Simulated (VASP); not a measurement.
# AlGa3O6 (R3) in VASP: a series of runs

The runs below take AlGa3O6 through band structure, with PBEsol.

Everything below comes from runs of VASP 6.6.1. Logs are shortened: lines on timing, memory, paths and dates and some standing lists are left out, and cuts for length are marked.

## Step 1: The crystal as given

The structure is trigonal, space group R3 (No. 146). Conventional cell: a = 4.946 Å, b = 4.946 Å, c = 13.337 Å, α = 90.00°, β = 90.00°, γ = 120.00°. Around Ga (site symmetry 3) lie 6 O at 1.92 to 2.08 Å. Around Ga (site symmetry 3) lie 6 O at 1.93 to 2.08 Å. Around Ga (site symmetry 3) lie 6 O at 1.92 to 2.10 Å. Al (site symmetry 3) is surrounded by 6 O at 1.88 to 1.97 Å. Around O (site symmetry 1) lie 1 Al at 1.88 Å and 3 Ga at 1.92 to 2.08 Å. O (site symmetry 1) has 3 Ga at 1.92 to 2.10 Å and 1 Al at 1.97 Å as nearest neighbours.

The cell comes from a database or a generator and needn't be the stable form of this composition.

## Step 2: Band structure, PBEsol

Contents of POSCAR:

```
AlGa3O6                                 
1.0
   -2.4732212819      4.2837449373      0.0000000000
   -4.9464425791      0.0000000088      0.0000000000
   -2.4732212870      1.4279149787      4.4455382462
  Ga              Al              O             
     3     1     6
Direct
     0.3552627744831289    0.3552627744831275    0.9342116765506231
     0.1444550412577445    0.1444550412577480    0.5666348762267525
     0.8592560046333734    0.8592560046333587    0.4222319860999166
     0.6495472224730978    0.6495472224730902    0.0513583325807151
     0.2640378686401721    0.5522870022087687    0.2500698994933224
     0.4470445575169450    0.0430286594424043    0.7584511433539968
     0.5522870022087510    0.9336052296577322    0.2500698994933382
     0.9336052296577243    0.2640378686401759    0.2500698994933385
     0.0430286594424011    0.7514756396866471    0.7584511433540119
     0.7514756396866620    0.4470445575169474    0.7584511433539851
```

Contents of INCAR.step1:

```
SYSTEM = AlGa3O6
PREC = Accurate ; ENCUT = 520
EDIFF = 1E-6 ; ISMEAR = 0
SIGMA = 0.02 ; LREAL = .FALSE.
LASPH = .TRUE. ; NELM = 100
ALGO = Normal ; ISIF = 2
LWAVE = .FALSE. ; LCHARG = .TRUE.
GGA = PS ; NBANDS = 50
KPAR = 4
```

Contents of KPOINTS.step1:

```
regular mesh
0
G
  6 6 6
  0 0 0
```

Contents of INCAR.step2:

```
SYSTEM = AlGa3O6
PREC = Accurate ; ENCUT = 520
EDIFF = 1E-6 ; ISMEAR = 0
SIGMA = 0.05 ; LREAL = .FALSE.
LASPH = .TRUE. ; NELM = 100
ALGO = Normal ; ISIF = 2
LWAVE = .FALSE. ; LCHARG = .FALSE.
GGA = PS ; NBANDS = 50
ICHARG = 11 ; KPAR = 4
```

Contents of KPOINTS.step2:

```
path GLB1,BZGX,QFP1Z,LP
20
line-mode
reciprocal
 0.0000000000  0.0000000000  0.0000000000  G
 0.0000000000 -0.5000000000  0.0000000000  L

 0.0000000000 -0.5000000000  0.0000000000  L
 0.4675393903 -0.2662303049  0.2337696951  B1

 0.2662303049 -0.2662303049  0.5000000000  B
 0.0000000000  0.0000000000  0.5000000000  Z

 0.0000000000  0.0000000000  0.5000000000  Z
 0.0000000000  0.0000000000  0.0000000000  G

 0.0000000000  0.0000000000  0.0000000000  G
 0.3668848476 -0.3668848476  0.0000000000  X

 0.3668848476 -0.2662303049  0.3668848476  Q
 0.5000000000  0.0000000000  0.5000000000  F

 0.5000000000  0.0000000000  0.5000000000  F
 0.3993454573  0.0000000000  0.6331151524  P1

 0.3993454573  0.0000000000  0.6331151524  P1
 0.0000000000  0.0000000000  0.5000000000  Z

 0.0000000000 -0.5000000000  0.0000000000  L
 0.0000000000 -0.3993454573  0.3668848476  P
```

Potentials or basis: VASP PAW PBE potentials, release 64 (Ga_d, Al, O).

Launch:

```
$ cat potpaw_PBE.64/Ga_d/POTCAR potpaw_PBE.64/Al/POTCAR potpaw_PBE.64/O/POTCAR > POTCAR
$ cp INCAR.step1 INCAR
$ cp KPOINTS.step1 KPOINTS
$ mpirun -np 4 vasp_std > vasp.out
$ cp INCAR.step2 INCAR
$ cp KPOINTS.step2 KPOINTS
$ mpirun -np 4 vasp_std > vasp.out
```

OUTCAR:

```text
SYSTEM = AlGa3O6
   PREC = Accurate
   ENCUT = 520
   EDIFF = 1E-6
   ISMEAR = 0
   LREAL = .FALSE.
   LASPH = .TRUE.
   NELM = 100
   ISIF = 2
   GGA = PS
   ICHARG = 11

 ion  position               nearest neighbor table
   1  0.355  0.355  0.934-   9 1.92   6 1.92  10 1.92   7 2.08   5 2.08   8 2.08   2 2.81   4 2.90
                             4 2.90   4 2.90
   2  0.144  0.144  0.567-   6 1.93   9 1.93  10 1.93   8 2.08   5 2.08   7 2.08   1 2.81
   3  0.859  0.859  0.422-   7 1.92   8 1.92   5 1.92   9 2.10  10 2.10   6 2.10   4 2.80
   4  0.650  0.650  0.051-   8 1.88   7 1.88   5 1.88   6 1.97  10 1.97   9 1.97   3 2.80   1 2.90
                             1 2.90   1 2.90
   5  0.264  0.552  0.250-   4 1.88   3 1.92   1 2.08   2 2.08
   6  0.447  0.043  0.758-   1 1.92   2 1.93   4 1.97   3 2.10
   7  0.552  0.934  0.250-   4 1.88   3 1.92   1 2.08   2 2.08
   8  0.934  0.264  0.250-   4 1.88   3 1.92   1 2.08   2 2.08
   9  0.043  0.751  0.758-   1 1.92   2 1.93   4 1.97   3 2.10
  10  0.751  0.447  0.758-   1 1.92   2 1.93   4 1.97   3 2.10

  LATTYP: Found a trigonal (rhomboedric) cell.
 ALAT       =     5.2838030859
 COS(alpha) =     0.5618097599

  Lattice vectors:

 A1 = (  -0.0000000051,  -2.8558299586,   4.4455382462)
 A2 = (   2.4732212921,   1.4279149699,   4.4455382462)
 A3 = (  -2.4732212870,   1.4279149787,   4.4455382462)

Analysis of symmetry for initial positions (statically):
=====================================================================
 Subroutine PRICEL returns:
 Original cell was already a primitive cell.

 Routine SETGRP: Setting up the symmetry group for a
 trigonal (rhombohedral) supercell.

 Subroutine GETGRP returns: Found  3 space group operations
 (whereof  3 operations were pure point group operations)
 out of a pool of 12 trial point group operations.

The static configuration has the point symmetry C_3 .

Analysis of symmetry for dynamics (positions and initial velocities):
=====================================================================
 Subroutine PRICEL returns:
 Original cell was already a primitive cell.

 Routine SETGRP: Setting up the symmetry group for a
 trigonal (rhombohedral) supercell.

 Subroutine GETGRP returns: Found  3 space group operations
 (whereof  3 operations were pure point group operations)
 out of a pool of 12 trial point group operations.

The dynamic configuration has the point symmetry C_3 .

 Subroutine INISYM returns: Found  3 space group operations
 (whereof  3 operations are pure point group operations),
 and found     1 'primitive' translations

----------------------------------------------------------------------------------------

                                     Primitive cell

  volume of cell :      94.1978

  direct lattice vectors                    reciprocal lattice vectors
    -2.473221282  4.283744937  0.000000000     0.000000000  0.233440603 -0.074981546
    -4.946442579  0.000000009  0.000000000    -0.202165493 -0.116720301 -0.074981547
    -2.473221287  1.427914979  4.445538246     0.000000000  0.000000000  0.224944640

  length of vectors
     4.946442580  4.946442579  5.283803083     0.245187168  0.245187168  0.224944640

  position of ions in fractional coordinates (direct lattice)
     0.355262774  0.355262774  0.934211677
     0.144455041  0.144455041  0.566634876
     0.859256005  0.859256005  0.422231986
     0.649547222  0.649547222  0.051358333
     0.264037869  0.552287002  0.250069899
     0.447044558  0.043028659  0.758451143
     0.552287002  0.933605230  0.250069899
     0.933605230  0.264037869  0.250069899
     0.043028659  0.751475640  0.758451143
     0.751475640  0.447044558  0.758451143

  ion indices of the primitive-cell ions
   primitive index   ion index
                 1           1
                 2           2
                 3           3
                 4           4
                 5           5
                 6           6
                 7           7
                 8           8
                 9           9
[... 41 lines left out ...]
 non-spin polarized calculation
 Gauss-broadening in eV      SIGMA  =   0.05
  energy-cutoff  :      520.00
  volume of cell :       94.20
 maximum number of plane-waves:      2558
 NGX is ok and might be reduce to    40

 number of electron      77.9999991 magnetization

 Free energy of the ion-electron system (eV)
  ---------------------------------------------------
  ext. energy  EPLUGINS =         0.00000000
  ---------------------------------------------------
  free energy    TOTEN  =       -67.53350798 eV

  energy without entropy =      -67.53350798  energy(sigma->0) =      -67.53350798

 E-fermi :   5.0452     XC(G=0): -12.3201

 val. band max:        4.7546777046   @ k =   0.1545  -0.1545   0.0000
 cond. band min:       8.0608722408   @ k =   0.0000   0.0000   0.0000
 fundamental gap:      3.3061945362
 Fermi energy:         5.0451834487

 k-point     1 :       0.0000    0.0000    0.0000
  band No.  band energies     occupation
      1     -14.2658      2.00000
      2     -12.1515      2.00000
      3     -12.1514      2.00000
      4     -12.1277      2.00000
      5     -11.9173      2.00000
      6     -11.9173      2.00000
[... 42 lines left out ...]
     49      16.1489      0.00000
     50      17.9013      0.00000

 k-point     2 :       0.0000   -0.0263    0.0000
  band No.  band energies     occupation
      1     -14.2625      2.00000
      2     -12.1589      2.00000
      3     -12.1520      2.00000
      4     -12.1231      2.00000
      5     -11.9191      2.00000
      6     -11.9169      2.00000
[... 42 lines left out ...]
     49      16.1699      0.00000
     50      17.9345      0.00000

 k-point     3 :       0.0000   -0.0526    0.0000
  band No.  band energies     occupation
      1     -14.2526      2.00000
      2     -12.1749      2.00000
      3     -12.1541      2.00000
      4     -12.1155      2.00000
      5     -11.9230      2.00000
      6     -11.9174      2.00000
[... 1102 lines left out ...]
     49      16.9557      0.00000
     50      17.4968      0.00000

 k-point    24 :       0.0738   -0.4631    0.0369
  band No.  band energies     occupation
      1     -13.2928      2.00000
      2     -13.1674      2.00000
      3     -12.2610      2.00000
      4     -12.1072      2.00000
      5     -12.0183      2.00000
      6     -11.9416      2.00000
[... 42 lines left out ...]
     49      17.1819      0.00000
     50      17.6189      0.00000

 [... further k-points ...]
[... 5 lines left out ...]
  --------------------------------------------------------------------------------------
  -------------------------------------------------------------------------------------
  Total       -0.1069737     -0.1069737      0.1291160     -0.0000000     -0.0000000      0.0000000
  in kB       -1.8194777     -1.8194777      2.1960874     -0.0000006     -0.0000000      0.0000000
  external PRESSURE =      -0.4809560 kB  Pullay stress =       0.0000000 kB

 VOLUME and BASIS-vectors are now :
 -----------------------------------------------------------------------------
  energy-cutoff  :      520.00
  volume of cell :       94.20
      direct lattice vectors                 reciprocal lattice vectors
    -2.473221282  4.283744937  0.000000000     0.000000000  0.233440603 -0.074981546
    -4.946442579  0.000000009  0.000000000    -0.202165493 -0.116720301 -0.074981547
    -2.473221287  1.427914979  4.445538246     0.000000000  0.000000000  0.224944640

 POSITION                                       TOTAL-FORCE (eV/Angst)
 -----------------------------------------------------------------------------------
     -4.94644      2.85583      4.15307         0.000000     -0.000000      0.000945
     -2.47322      1.42791      2.51900         0.000000      0.000000     -0.002051
     -7.41966      4.28374      1.87705         0.000000     -0.000000      0.003823
     -4.94644      2.85583      0.22832         0.000000     -0.000000      0.002788
     -4.00336      1.48815      1.11170        -0.008303     -0.006149     -0.011785
     -3.19430      2.99803      3.37172        -0.027220     -0.033524      0.009950
     -6.60243      2.72294      1.11170        -0.001174      0.010265     -0.011785
     -4.23354      4.35641      1.11170         0.009477     -0.004116     -0.011785
     -5.69937      1.26733      3.37172        -0.015423      0.040335      0.009950
     -5.94566      4.30213      3.37172         0.042643     -0.006811      0.009950
 -----------------------------------------------------------------------------------
    total drift:                                0.011072     -0.006391      0.002579

  FREE ENERGIE OF THE ION-ELECTRON SYSTEM (eV)
  ---------------------------------------------------
  free  energy   TOTEN  =       -67.5335079815 eV

  energy  without entropy=      -67.5335079815  energy(sigma->0) =      -67.53350798
```

Run time: 3.2 min. Hardware: 4 MPI ranks of Intel Xeon Platinum 8259CL at 2.50GHz (Skylake/Cascade Lake), shared host; peak memory 0.69 GiB.

Results:

- Band gap on the k mesh: 3.31 eV, indirect (least direct gap 3.49 eV)
- Band gap along the path: 3.31 eV, indirect (least direct gap 3.49 eV)

Levels at the corners of the path, in eV from the valence-band top:
```csv
point,band 35,band 36,band 37,band 38,band 39,band 40,band 41,band 42,band 43,band 44
Γ,-0.40,-0.40,-0.28,-0.19,-0.19,3.31,6.68,7.33,9.61,10.26
L,-1.12,-1.01,-0.91,-0.25,-0.16,6.32,6.57,6.61,8.50,9.81
L,-1.12,-1.01,-0.91,-0.25,-0.16,6.32,6.57,6.61,8.50,9.81
B1,-0.99,-0.73,-0.69,-0.44,-0.30,6.59,6.89,7.09,8.49,8.94
B,-0.99,-0.73,-0.69,-0.44,-0.30,6.59,6.89,7.09,8.49,8.94
Z,-1.51,-0.46,-0.46,-0.22,-0.22,5.87,6.30,7.69,8.82,9.45
Z,-1.51,-0.46,-0.46,-0.22,-0.22,5.87,6.30,7.69,8.82,9.45
Γ,-0.40,-0.40,-0.28,-0.19,-0.19,3.31,6.68,7.33,9.61,10.26
Γ,-0.40,-0.40,-0.28,-0.19,-0.19,3.31,6.68,7.33,9.61,10.26
X,-0.80,-0.78,-0.61,-0.49,-0.21,6.43,6.79,7.03,8.59,8.94
Q,-0.80,-0.78,-0.61,-0.49,-0.21,6.43,6.79,7.03,8.59,8.94
F,-1.13,-0.90,-0.85,-0.37,-0.17,6.58,6.89,7.41,8.82,9.09
F,-1.13,-0.90,-0.85,-0.37,-0.17,6.58,6.89,7.41,8.82,9.09
P1,-1.06,-0.87,-0.67,-0.57,-0.34,6.64,7.02,7.20,8.50,9.18
P1,-1.06,-0.87,-0.67,-0.57,-0.34,6.64,7.02,7.20,8.50,9.18
Z,-1.51,-0.46,-0.46,-0.22,-0.22,5.87,6.30,7.69,8.82,9.45
L,-1.12,-1.01,-0.91,-0.25,-0.16,6.32,6.57,6.61,8.50,9.81
P,-1.06,-0.87,-0.67,-0.57,-0.34,6.64,7.02,7.20,8.50,9.18
```

Caveat: the log is that of the step along the path at fixed density, whose energy, stress, charges and moments have no meaning; the PAW data sets were made with another functional, which shifts forces and pressure a little.

## Step 3: Band structure, PBEsol

Contents of INCAR:

```
SYSTEM = AlGa3O6
PREC = Accurate
ENCUT = 520
EDIFF = 1E-6
ISMEAR = 0
SIGMA = 0.02
LREAL = .False.
LASPH = .True.
NELM = 60
ALGO = Fast
ISIF = 2
LWAVE = .False.
LCHARG = .False.
GGA = PS
KPAR = 2
```

Contents of KPOINTS:

```
Automatic mesh
0
Gamma
  2 2 2
  0 0 0
```

Contents of POSCAR:

```
AlGa3O6                                 
1.0
   -2.4736120271      4.2844217376      0.0000000000
   -4.9472240779      0.0000000137      0.0000000000
   -2.4736120350      1.4281405804      4.4375111078
  Ga              Al              O             
     3     1     6
Direct
     0.3553778507521919    0.3553778507521930    0.9338664477434291
     0.1444681714598506    0.1444681714598503    0.5665954856204416
     0.8592589080633115    0.8592589080633083    0.4222232758100786
     0.6494453080510856    0.6494453080510827    0.0516640758467422
     0.2637383543242013    0.5528441625220935    0.2500066274238909
     0.4463337013490643    0.0436978806256779    0.7585436109025289
     0.5528441625220812    0.9334108557298080    0.2500066274239082
     0.9334108557298033    0.2637383543241990    0.2500066274239140
     0.0436978806256750    0.7514248071227216    0.7585436109025471
     0.7514248071227354    0.4463337013490656    0.7585436109025193
```

Contents of KPOINTS_OPT:

```
path GLB1,BZGX,QFP1Z,LP
10
line-mode
reciprocal
 0.0000000000  0.0000000000  0.0000000000  G
 0.0000000000 -0.5000000000  0.0000000000  L

 0.0000000000 -0.5000000000  0.0000000000  L
 0.4675393903 -0.2662303049  0.2337696951  B1

 0.2662303049 -0.2662303049  0.5000000000  B
 0.0000000000  0.0000000000  0.5000000000  Z

 0.0000000000  0.0000000000  0.5000000000  Z
 0.0000000000  0.0000000000  0.0000000000  G

 0.0000000000  0.0000000000  0.0000000000  G
 0.3668848476 -0.3668848476  0.0000000000  X

 0.3668848476 -0.2662303049  0.3668848476  Q
 0.5000000000  0.0000000000  0.5000000000  F

 0.5000000000  0.0000000000  0.5000000000  F
 0.3993454573  0.0000000000  0.6331151524  P1

 0.3993454573  0.0000000000  0.6331151524  P1
 0.0000000000  0.0000000000  0.5000000000  Z

 0.0000000000 -0.5000000000  0.0000000000  L
 0.0000000000 -0.3993454573  0.3668848476  P
```

Potentials or basis: VASP PAW PBE potentials, release 64 (Ga_d, Al, O).

Launch:

```
$ cat potpaw_PBE.64/Ga_d/POTCAR potpaw_PBE.64/Al/POTCAR potpaw_PBE.64/O/POTCAR > POTCAR
$ mpirun -np 4 vasp_std > vasp.out
```

Wall time 1.8 min (4 MPI ranks of Intel Xeon Platinum 8488C (Sapphire Rapids), shared host); peak memory 0.19 GiB.

Results (log left out):

```
Free energy             : -67.3747 eV
Pressure                : 0.3 GPa
Largest force           : 0.008 eV/Å
Band gap on the k mesh  : 3.47 eV, indirect (least direct gap 3.51 eV)
Band gap along the path : 3.31 eV, indirect (least direct gap 3.51 eV)
```

Forces on the atoms (eV/Å):
```
Ga   0.000  0.000  0.008
Ga   0.000  0.000  0.006
Ga   0.000  0.000  0.001
Al   0.000  0.000 -0.004
O   -0.004  0.002  0.002
O    0.004  0.000 -0.006
O    0.004  0.003  0.002
O    0.000 -0.005  0.002
O   -0.002 -0.003 -0.006
O   -0.002  0.003 -0.006
```

Levels at the corners of the path, in eV from the valence-band top:
```csv
point,band 35,band 36,band 37,band 38,band 39,band 40,band 41,band 42,band 43,band 44
Γ,-0.40,-0.40,-0.25,-0.19,-0.19,3.31,6.70,7.34,9.59,10.27
L,-1.12,-1.01,-0.91,-0.25,-0.16,6.33,6.58,6.62,8.50,9.81
L,-1.12,-1.01,-0.91,-0.25,-0.16,6.33,6.58,6.62,8.50,9.82
B1,-1.00,-0.74,-0.69,-0.44,-0.30,6.59,6.90,7.10,8.49,8.94
B,-1.00,-0.74,-0.69,-0.44,-0.30,6.59,6.90,7.10,8.49,8.94
Z,-1.51,-0.47,-0.47,-0.23,-0.23,5.89,6.31,7.69,8.82,9.45
Z,-1.51,-0.47,-0.47,-0.23,-0.23,5.89,6.31,7.69,8.82,9.45
Γ,-0.40,-0.40,-0.25,-0.19,-0.19,3.31,6.70,7.34,9.59,10.27
Γ,-0.40,-0.40,-0.25,-0.19,-0.19,3.31,6.70,7.34,9.59,10.27
X,-0.80,-0.78,-0.61,-0.49,-0.21,6.44,6.80,7.04,8.60,8.93
Q,-0.80,-0.78,-0.61,-0.49,-0.21,6.44,6.80,7.04,8.60,8.93
F,-1.13,-0.89,-0.86,-0.37,-0.17,6.59,6.90,7.42,8.82,9.10
F,-1.13,-0.89,-0.86,-0.37,-0.17,6.59,6.90,7.42,8.82,9.10
P1,-1.07,-0.88,-0.67,-0.57,-0.34,6.65,7.03,7.21,8.50,9.18
P1,-1.07,-0.88,-0.67,-0.57,-0.34,6.65,7.03,7.21,8.50,9.18
Z,-1.51,-0.47,-0.47,-0.23,-0.23,5.89,6.31,7.69,8.82,9.45
L,-1.12,-1.01,-0.91,-0.25,-0.16,6.33,6.58,6.62,8.50,9.82
P,-1.07,-0.88,-0.67,-0.57,-0.34,6.65,7.03,7.21,8.50,9.18
```

Caveat: the k mesh is coarse (spacing up to 0.77 Å⁻¹), so the values aren't converged; the PAW data sets were made with another functional, which shifts forces and pressure a little; the mesh misses the band edges, which the band path finds closer together. As with any semilocal functional, this PBEsol gap is likely too small.
